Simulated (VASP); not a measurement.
Data:

```yaml
crystal:
  lattice:
    - [0.00000, 1.76626, 1.76626]
    - [1.76626, 0.00000, 1.76626]
    - [1.76626, 1.76626, 0.00000]
  atoms:
    - { symbol: C, position: [0.00000, 0.00000, 0.00000] }
    - { symbol: C, position: [0.25000, 0.25000, 0.25000] }
```

Method: vdW-DF-cx, VASP's PBE PAW potentials (set 64) (plane waves; VASP). Run with 520 eV cut-off, 13×13×13 Γ-centred mesh, Gaussian smearing of 0.050 eV, potentials C.

What does the run give for the energy per atom (σ→0), pressure?

The energy per atom (σ→0) comes out as -8.162 eV/atom. The pressure is 14.15 GPa.

Only differences to runs with the same potentials and settings are physical.

The compound is C in the diamond structure. This cell is one point of a volume scan, at 0.97 of the reference volume.
